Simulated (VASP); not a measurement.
Data:

```yaml
crystal:
  lattice:
    - [-1.65000, 1.65000, 1.65000]
    - [1.65000, -1.65000, 1.65000]
    - [1.65000, 1.65000, -1.65000]
  atoms:
    - { symbol: Ta, position: [0.00000, 0.00000, 0.00000] }
```

Calculation: TPSS meta-GGA, VASP's PBE PAW potentials (set 64) (plane waves; VASP). Numerical set-up: 520 eV cut-off, 14×14×14 Γ-centred mesh, first-order Methfessel-Paxton smearing of 0.10 eV, potentials Ta_pv.

Unless said otherwise, spin-orbit coupling is left out, though it shifts the bands of the heavy elements here.

Estimate the energy per atom (σ→0), band gap (on the k-mesh) with the smallest direct gap where there is one.

```json
{
 "band gap (on the k-mesh)": "none (metal, semimetal or under 0.01 eV)",
 "energy per atom (σ→0)": "-13.438 eV/atom"
}
```

Only differences to runs with the same potentials and settings are physical.

The compound is Ta in the bcc structure. The cell was not relaxed at this level.
